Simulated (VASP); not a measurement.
Data:

```xyz
2
Lattice="0.0000 2.7772 2.7772 2.7772 0.0000 2.7772 2.7772 2.7772 0.0000" Properties=species:S:1:pos:R:3 pbc="T T T"
Sr     0.0000     0.0000     0.0000
O      1.3886     1.3886     1.3886
```

Computed with PBEsol GGA, VASP's PBE PAW potentials (set 64) (plane waves; VASP). Run with 620 eV cut-off, 8×8×8 Γ-centred mesh, Gaussian smearing of 0.050 eV, potentials Sr_sv O.

Question: Estimate the energy per atom (σ→0), band gap (on the k-mesh) with the smallest direct gap where there is one.

Answer: 
```json
{
 "band gap (on the k-mesh)": "2.44 eV",
 "smallest direct gap (on the k-mesh)": "3.33 eV",
 "energy per atom (σ→0)": "-6.137 eV/atom"
}
```

Only differences to runs with the same potentials and settings are physical.

The structure was generated: SrO was put into the zinc blende type (F-43m), which need not be its known phase. It was relaxed first, which changed the volume by -22 %.
